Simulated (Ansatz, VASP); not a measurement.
## Cross-check of ZnS between VASP and Ansatz

Aim: how closely do two programs agree when they are given the same cell, functional and k mesh? The cell is taken from a series of runs on this material, whose earlier steps may have relaxed, scaled, displaced or heated it; both programs get it as it stands.

Calculated with Ansatz 0.2.0; plane waves, with VASP 6.6.1 beside it; single point at PBE.

## Step 1: Starting point

The structure is cubic, space group F-43m (No. 216). The conventional cell has a = 5.333 Å, b = 5.333 Å, c = 5.333 Å, α = 90.00°, β = 90.00°, γ = 90.00°. Nearest to S lie 4 Zn at 2.31 Å. Nearest to Zn lie 4 S at 2.31 Å. Farther neighbours and most contacts between anions are not listed.

As a file:

```cif
data_structure
_symmetry_space_group_name_H-M 'F-43m'
_symmetry_Int_Tables_number 216
_cell_length_a 5.3325
_cell_length_b 5.3325
_cell_length_c 5.3325
_cell_angle_alpha 90.000
_cell_angle_beta 90.000
_cell_angle_gamma 90.000
_cell_volume 151.64
loop_
_atom_site_label
_atom_site_type_symbol
_atom_site_symmetry_multiplicity
_atom_site_Wyckoff_symbol
_atom_site_fract_x
_atom_site_fract_y
_atom_site_fract_z
_atom_site_occupancy
S1 S 4 a 0.00000 0.00000 0.00000 1
Zn1 Zn 4 c 0.25000 0.25000 0.25000 1
```

## Step 2: VASP: single point, PBE, pair 1

A single point gives forces, pressure and levels at one fixed geometry, so differences don't come from the geometry; what else differs is listed under the comparison.

Lines of VASP's logs that name or quote its potential files are left out, and so is its time.

INCAR

```
SYSTEM = ZnS
PREC = Accurate
ENCUT = 500
EDIFF = 1E-06
NELM = 120
ISMEAR = 0
SIGMA = 0.01
LREAL = .FALSE.
ALGO = Normal
GGA = PE
NBANDS = 15
LORBIT = 11
LWAVE = .FALSE.
LCHARG = .FALSE.
ISIF = 2
LASPH = .TRUE.
GGA_COMPAT = .FALSE.
EFERMI = MIDGAP
```

POSCAR

```
ZnS
1.0
    0.0000000000      2.6662676865      2.6662676865
    2.6662676865      0.0000000000      2.6662676865
    2.6662676865      2.6662676865      0.0000000000
S Zn
1 1
Direct
    0.0000000000      0.0000000000      0.0000000000
    0.7500000000      0.7500000000      0.7500000000
```

KPOINTS

```
Automatic mesh
0
Gamma
12 12 12
0 0 0
```

The projector-augmented-wave data sets are S and Zn (PBE family, release 64).

Launch:

```
mpirun -np 1 vasp_std
```

Numbers of over 12 decimals in the logs are rounded to 6 here.

The program printed:

```text
[banner, memory and clock lines left out]
running    1 mpi-ranks, on    1 nodes
 distrk:  each k-point on    1 cores,    1 groups
 distr:  one band on    1 cores,    1 groups

 POSCAR found type information on POSCAR S Zn
 POSCAR found :  2 types and       2 ions
 LDA part: xc-table for (Slater+PW92), standard interpolation
 POSCAR, INCAR and KPOINTS ok, starting setup
 FFT: planning ... GRIDC
 FFT: planning ... GRID_SOFT
 FFT: planning ... GRID
 WAVECAR not read
 entering main loop
       N       E                     dE             d eps       ncg     rms          rms(c)
DAV:   1     0.818013132249E+02    0.81801E+02   -0.84628E+03  2167   0.140E+03
DAV:   2    -0.212633743298E+01   -0.83928E+02   -0.78923E+02  2405   0.263E+02
DAV:   3    -0.719314704731E+01   -0.50668E+01   -0.50399E+01  2720   0.625E+01
DAV:   4    -0.724375228246E+01   -0.50605E-01   -0.50589E-01  2573   0.644E+00
DAV:   5    -0.724433344978E+01   -0.58117E-03   -0.58113E-03  2734   0.672E-01    0.740E+00
DAV:   6    -0.683569812048E+01    0.40864E+00   -0.79435E-01  3273   0.327E+01    0.571E+00
DAV:   7    -0.681463655514E+01    0.21062E-01   -0.28257E-01  2468   0.509E+00    0.290E+00
DAV:   8    -0.681395725860E+01    0.67930E-03   -0.57444E-03  2733   0.102E+00    0.794E-01
DAV:   9    -0.681415122254E+01   -0.19396E-03   -0.13951E-03  2517   0.304E-01    0.886E-02
DAV:  10    -0.681430106437E+01   -0.14984E-03   -0.19134E-04  2547   0.107E-01    0.308E-02
DAV:  11    -0.681430460217E+01   -0.35378E-05   -0.28983E-05  2552   0.426E-02    0.658E-03
DAV:  12    -0.681430507187E+01   -0.46970E-06   -0.26850E-06  2474   0.110E-02
   1 F= -.68143051E+01 E0= -.68143051E+01  d E =0.000000E+00
```

From OUTCAR (step 2):

```text
ion  position               nearest neighbor table
   1  0.000  0.000  0.000-   2 2.31   2 2.31   2 2.31   2 2.31
   2  0.750  0.750  0.750-   1 2.31   1 2.31   1 2.31   1 2.31

  LATTYP: Found a face centered cubic cell.
 ALAT       =     5.3325353730

 Subroutine GETGRP returns: Found 24 space group operations
 (whereof 24 operations were pure point group operations)

The static configuration has the point symmetry T_d .

 Found     72 irreducible k-points:

   k-points           NKPTS =     72   k-points in BZ     NKDIM =     72   number of bands    NBANDS=     15

   dimension x,y,z NGX =    28 NGY =   28 NGZ =   28
   dimension x,y,z NGXF=    56 NGYF=   56 NGZF=   56

   ENCUT  =  500.0 eV  36.75 Ry    6.06 a.u.   6.87  6.87  6.87*2*pi/ulx,y,z

   NELECT =      18.0000    total number of electrons

 k-points in reciprocal lattice and weights: Automatic mesh
   0.00000000  0.00000000  0.00000000       0.001
   0.08333333  0.00000000  0.00000000       0.005
   0.16666667  0.00000000  0.00000000       0.005
   0.25000000  0.00000000  0.00000000       0.005
   0.33333333  0.00000000  0.00000000       0.005
   0.41666667  0.00000000  0.00000000       0.005
   0.50000000  0.00000000  0.00000000       0.002
   0.08333333  0.08333333  0.00000000       0.003
   0.16666667  0.08333333  0.00000000       0.014
[...]
-0.33333333  0.50000000  0.16666667       0.007
  -0.25000000  0.50000000  0.25000000       0.003

 average (electrostatic) potential at core
       1 -88.2906       2 -35.9791

 E-fermi :   3.6340

 k-point     1 :       0.0000    0.0000    0.0000
  band No.  band energies     occupation
    ...
      5      -3.4718      2.00000
      6      -3.4718      2.00000
      7       2.4883      2.00000
      8       2.4883      2.00000
      9       2.4883      2.00000
     10       4.7798      0.00000
     11       8.8539      0.00000
     12       8.8539      0.00000
     13       8.8539      0.00000
     14      14.2960      0.00000
    ...

 k-point     2 :       0.0833    0.0000    0.0000
  band No.  band energies     occupation
    ...
      5      -3.4729      2.00000
      6      -3.4729      2.00000
      7       1.8905      2.00000
      8       2.4144      2.00000
      9       2.4144      2.00000
     10       5.2428      0.00000
     11       8.7926      0.00000
     12       8.9823      0.00000
     13       8.9823      0.00000
     14      13.9497      0.00000
    ...

 k-point     3 :       0.1667    0.0000    0.0000
  band No.  band energies     occupation
    ...
      5      -3.4740      2.00000
      6      -3.4740      2.00000
      7       0.7576      2.00000
      8       2.2243      2.00000
      9       2.2243      2.00000
     10       5.8697      0.00000
     11       8.8957      0.00000
     12       9.2761      0.00000
     13       9.2761      0.00000
     14      13.4879      0.00000
    ...

  Total        1.2073835      1.2073835      1.2073835      0.0000000      0.0000000      0.0000000
  in kB       51.0287092     51.0287092     51.0287092      0.0000000      0.0000000      0.0000000
  external PRESSURE =      51.0287092 kB  Pullay stress =       0.0000000 kB

  energy-cutoff  :      500.00
  volume of cell :       37.91
      direct lattice vectors                 reciprocal lattice vectors
     0.000000000  2.666267686  2.666267686    -0.187528057  0.187528057  0.187528057
     2.666267686  0.000000000  2.666267686     0.187528057 -0.187528057  0.187528057
     2.666267686  2.666267686  0.000000000     0.187528057  0.187528057 -0.187528057

 POSITION                                       TOTAL-FORCE (eV/Angst)
 -----------------------------------------------------------------------------------
      0.00000      0.00000      0.00000        -0.000000     -0.000000     -0.000000
      3.99940      3.99940      3.99940         0.000000      0.000000      0.000000
 -----------------------------------------------------------------------------------
    total drift:                                0.000001      0.000001      0.000001

  FREE ENERGIE OF THE ION-ELECTRON SYSTEM (eV)
  ---------------------------------------------------
  free  energy   TOTEN  =        -6.8143050719 eV

  energy  without entropy=       -6.8143050719  energy(sigma->0) =       -6.81430507

 total charge
# of ion       s       p       d       tot
------------------------------------------
    1        1.314   2.458   0.000   3.772
    2        0.531   0.511   9.804  10.847
--------------------------------------------------
tot          1.845   2.969   9.804  14.618

[... 3 further parts left out ...]
```

The run ends at a pressure of 5.10 GPa.

## Step 3: Ansatz: single point, PBE, pair 1

Ansatz runs on its PAW soft_1 files.

The same cell, functional and mesh now go to Ansatz, which takes its cutoff from its data sets.

input.yaml

```yaml
crystal:
  lattice:
    - [0.0, 2.6662676865, 2.6662676865]
    - [2.6662676865, 0.0, 2.6662676865]
    - [2.6662676865, 2.6662676865, 0.0]
  atoms:
    - { symbol: S, position: [0.0, 0.0, 0.0] }
    - { symbol: Zn, position: [0.75, 0.75, 0.75] }
kpoints:
  mp_grid: { grid: [12, 12, 12] }
hamiltonian:
  xc: pbe
  pseudopotentials: { kind: paw, azcp: { folder: soft_1 } }
scf:
  occupations: { method: fixed }
output:
  forces: true
  stress: true
  eigenvalues: true
```

Launch:

```
ansatz run input.yaml --threads 4 --pin off --max-ram 10240MiB --backend cpu --events-out ev --progress --plain --runs-dir out
```

The program printed:

```text
Engine: ansatz 0.2.0, aarch64-unknown-linux-gnu
Pseudopotentials: kind: paw
Pseudopotential: S, paw, valence charge 6, recommended cutoff 420 eV (normal), soft_1/S.paw.azcp
Pseudopotential: Zn, paw, valence charge 12, recommended cutoff 420 eV (normal), soft_1/Zn.paw.azcp
Functional definition: PBE
  parameter kappa = 0.804
  parameter beta = 0.066725
  exchange = pbe_x(kappa = kappa, mu = beta*pi^2/3)
  correlation = pbe_c(beta = beta)
Crystal: 2 atoms, lattice volume = 37.909 Å³
Basis set: ecut = 420 eV, 725 PW (Γ), exchange–correlation on 54×54×54 points (8 copies of the dense FFT grid, shifted against one another)
Bands: 13, of which v1, the nominal top of the filled ones, is band 9 counted from 1 (8 counted from 0)
Symmetry: 24 space group operations
Space group: F-43m (ITA 216), of the structure as read, at distance tolerance 3.4e-5 Å
k-points: 72 of 1728 (time reversal used)
Non-local potential: S, projectors of the file, l = 0: 2, l = 1: 2, l = 2: 1
Non-local potential: Zn, projectors of the file, l = 0: 2, l = 1: 2, l = 2: 3, l = 3: 1
PAW form: soft (Blöchl's): semilocal exchange-correlation on the pseudo side does not see the compensation charge
PAW one-centre angular grid: S, 110 points (default); XC on 64 Gauss nodes
PAW one-centre angular grid: Zn, 590 points (default); XC on 64 Gauss nodes
Initial density: superposition of atomic densities (chi_scale 0.1, normalization cell, long waves kept (reshape's long-wave potential 0.00 eV rms))
Initial wavefunctions: pseudopotential atomic-orbital guess
Functional: x = pbe(κ = 0.804, μ = 0.219515), c = pbe(β = 0.066725)
SCF iter   1: F=—  HF=-4222.795717 eV  |F-HF|=—  |Δ(HF+E_count)|=         —  Δρ=4.14e-2  dr2=4.09e-1  ethr=3.10e-3  ⟨swp⟩=5.2  Hψ=5620  notcnv=0  defer=133
preconditioner: auto → none  [insulator: Δε(μ)=2.489 eV  Ē_g=12.729 eV  n_scr=14 (ndim 8)  ℏωp=25.6 eV  f_vac=0.000  ε∞_Penn≈5.0]
SCF iter   2: F=—  HF=-4222.710862 eV  |F-HF|=—  |Δ(HF+E_count)|=   8.49e-2  Δρ=1.48e-2  dr2=4.52e-2  ethr=2.27e-3  ⟨swp⟩=2.2  Hψ=2202  notcnv=0  defer=133
SCF iter   3: F=—  HF=-4222.704636 eV  |F-HF|=—  |Δ(HF+E_count)|=   6.23e-3  Δρ=1.06e-2  dr2=2.10e-2  ethr=2.51e-4  ⟨swp⟩=2.0  Hψ=1663  notcnv=0  defer=137
SCF iter   4: F=—  HF=-4222.700913 eV  |F-HF|=—  |Δ(HF+E_count)|=   3.72e-3  Δρ=2.62e-3  dr2=1.75e-3  ethr=1.17e-4  ⟨swp⟩=2.0  Hψ=2239  notcnv=0  defer=137
SCF iter   5: F=—  HF=-4222.700857 eV  |F-HF|=—  |Δ(HF+E_count)|=   5.62e-5  Δρ=6.50e-4  dr2=9.12e-5  ethr=9.73e-6  ⟨swp⟩=2.1  Hψ=1599  notcnv=0  defer=138
SCF iter   6: F=—  HF=-4222.700895 eV  |F-HF|=—  |Δ(HF+E_count)|=   3.83e-5  Δρ=1.15e-4  dr2=2.25e-6  ethr=5.07e-7  ⟨swp⟩=2.5  Hψ=1622  notcnv=0  defer=76
SCF iter   7: F=-4222.700895 eV  HF=-4222.700895 eV  |F-HF|=7.81e-8  |Δ(HF+E_count)|=   1.84e-7  Δρ=1.60e-5  dr2=5.26e-8  ethr=5.56e-10  ⟨swp⟩=7.5  Hψ=7090  notcnv=0
SCF 1 converged in 7 iterations: F = -4222.700895 eV  dr2 = 5.26e-8
  greatest PAW one-centre occupation: 0.983 electrons in one spin orbital (limit 2), on the Zn atom at site 1 (counted from 0), in its partial waves of l = 2
SCF converged after 7 iterations
Free energy (F): -4222.700895 eV
Harris-Foulkes:  -4222.700895 eV  (|F-HF|=7.81e-8)
Internal energy: -4222.700895 eV  (E = F + TS)
E sigma→0 (E₀):  -4222.700895 eV
Fermi energy:    6.300891 eV
--- Per-component energies (eV) ---
  E_band       = 11.756729
  E_kinetic    = 254.615379
  E_local      = -2241.614858  (includes V_loc(G=0)·N_el)
  E_nonlocal   = 854.496364
  E_hartree    = 854.283470
  E_xc         = -167.967594
  E_vxc        = -134.556643  (∫ρ·V_xc dr)
  E_paw        = -2506.336796  (= ΣΔE_a)
  E_vpaw       = -429.738025  (= ΣTr[D̂ρ^β])
  E_aug_tail   = -0.000249  (compensation charges beyond the density's cutoff)
  E_ewald      = -1270.176610
  E_smearing   = -0.000000  (= −TS)
  E_closure    = -0.000000  (closes the sum)
  Σ components = -4222.700895   (vs F -4222.700895, Δ=0.00e0)
--- Forces (eV/Å), atoms counted from 1 ---
  atom   1  S     -0.00000000     0.00000000     0.00000000
  atom   2  Zn     0.00000000     0.00000000    -0.00000000
  max |Σ_I F_I| component: 2.20e-17 eV/Å
--- Stress (GPa, compression-positive) ---
        4.936429       0.000000      -0.000000
       -0.000000       4.936429       0.000000
        0.000000       0.000000       4.936429
  P = ⅓ Tr σ = 4.9364 GPa (49.364 kbar)
--- Band table (eV; the first three rows and the last of 72) ---
  k-point 0: bands = [... 5 lower, 0.3449, 6.3009, 6.3009, 6.3009, 8.5806, 12.6357, 12.6357, 12.6357]
  k-point 1: bands = [... 5 lower, 0.3438, 5.7036, 6.2269, 6.2269, 9.0431, 12.5744, 12.7632, 12.7632]
  k-point 2: bands = [... 5 lower, 0.3427, 4.5716, 6.0365, 6.0365, 9.6696, 12.6770, 13.0554, 13.0554]
  k-point 71: bands = [... 5 lower, 0.7864, 1.5158, 3.3509, 3.4328, 11.9752, 12.4912, 14.2319, 14.4709]
```

The run ends at a pressure of 4.94 GPa.

## Step 4: Side by side

Known differences besides the potentials themselves: fixed occupations in Ansatz, narrow Gaussian smearing in VASP; the cutoff is 420 eV in Ansatz and 500 eV in VASP. Total energies have different zeros and are not compared.

Compared:

| quantity | Ansatz | VASP | difference |
| --- | --- | --- | --- |
| pressure (GPa) | 4.94 | 5.10 | -0.17 |
| gap on the k mesh (eV) | 2.280 | 2.292 | -0.012 |

A gap on the mesh is an upper bound, since the band edges may lie between its points.

## Step 5: Ansatz: single point, PBE, pair 2

A single point gives forces, pressure and levels at one fixed geometry, so differences don't come from the geometry; what else differs is listed under the comparison. The cell compared in this pair holds 37.10 Å³, against 37.91 Å³ for the pair before.

The cell is taken from a series of runs on this material, whose earlier steps may have relaxed, scaled, displaced or heated it; both programs get it as it stands.

input.yaml, the sections that differ from step 3:

```yaml
crystal:
  lattice:
    - [0.0, 2.6472222671, 2.6472222671]
    - [2.6472222671, 0.0, 2.6472222671]
    - [2.6472222671, 2.6472222671, 0.0]
  atoms:
    - { symbol: S, position: [0.0, 0.0, 0.0] }
    - { symbol: Zn, position: [0.75, 0.75, 0.75] }
# kpoints, hamiltonian, scf, output: as in step 3
```

The program printed:

```text
[...]
Crystal: 2 atoms, lattice volume = 37.102 Å³
Basis set: ecut = 420 eV, 725 PW (Γ), exchange–correlation on 54×54×54 points (8 copies of the dense FFT grid, shifted against one another)
Bands: 13, of which v1, the nominal top of the filled ones, is band 9 counted from 1 (8 counted from 0)
Symmetry: 24 space group operations
[...]
k-points: 72 of 1728 (time reversal used)
[...]
P = ⅓ Tr σ = 6.9774 GPa (69.774 kbar)
--- Band table (eV; the first three rows and the last of 72) ---
  k-point 0: bands = [... 5 lower, 0.5703, 6.5967, 6.5967, 6.5967, 8.9716, 12.9097, 12.9097, 12.9097]
  k-point 1: bands = [... 5 lower, 0.5691, 5.9936, 6.5198, 6.5198, 9.4320, 12.8557, 13.0410, 13.0410]
  k-point 2: bands = [... 5 lower, 0.5678, 4.8410, 6.3221, 6.3221, 10.0483, 12.9847, 13.3408, 13.3408]
  k-point 71: bands = [... 5 lower, 1.0356, 1.7043, 3.5338, 3.6423, 12.2609, 12.8787, 14.5680, 14.7518]
[key lines of the parts left out:]
SCF converged after 7 iterations
Free energy (F): -4222.671004 eV
Fermi energy:    6.596749 eV
```

The run ends at a pressure of 6.98 GPa.

## Step 6: VASP: single point, PBE, pair 2

The same cell, functional and mesh now go to VASP, with its own data sets.

INCAR is that of step 2.

POSCAR

```
ZnS
1.0
    0.0000000000      2.6472222671      2.6472222671
    2.6472222671      0.0000000000      2.6472222671
    2.6472222671      2.6472222671      0.0000000000
S Zn
1 1
Direct
    0.0000000000      0.0000000000      0.0000000000
    0.7500000000      0.7500000000      0.7500000000
```

KPOINTS is that of step 2.

Launch:

```
mpirun -np 1 vasp_std
```

The program printed:

```text
[... set-up lines as in an earlier step ...]
 entering main loop
       N       E                     dE             d eps       ncg     rms          rms(c)
DAV:   1     0.816503738763E+02    0.81650E+02   -0.83589E+03  2160   0.139E+03
DAV:   2    -0.199935436218E+01   -0.83650E+02   -0.78728E+02  2419   0.264E+02
DAV:   3    -0.716183169856E+01   -0.51625E+01   -0.51376E+01  2636   0.627E+01
DAV:   4    -0.721563916435E+01   -0.53807E-01   -0.53787E-01  2650   0.674E+00
[...]
DAV:  10    -0.678330850717E+01   -0.12965E-03   -0.16798E-04  2632   0.103E-01    0.369E-02
DAV:  11    -0.678332738414E+01   -0.18877E-04   -0.40387E-05  2349   0.541E-02    0.102E-02
DAV:  12    -0.678332804389E+01   -0.65975E-06   -0.27860E-06  2755   0.199E-02
   1 F= -.67833280E+01 E0= -.67833280E+01  d E =0.000000E+00
```

(Part 1 of 2 ends here.)

[Lines on the potential files, build, host, timing and source positions are cut from VASP's logs without a mark.]

[Logs are printed without paths, hosts, clocks, repeated set-up lines and the standing remarks that a program may print on its own settings, such as how far it seeks lower states.]

[Hosts, paths, dates, database ids (printed as entryN), source tags and the programs' standing remarks are cut or masked in the printed files.]
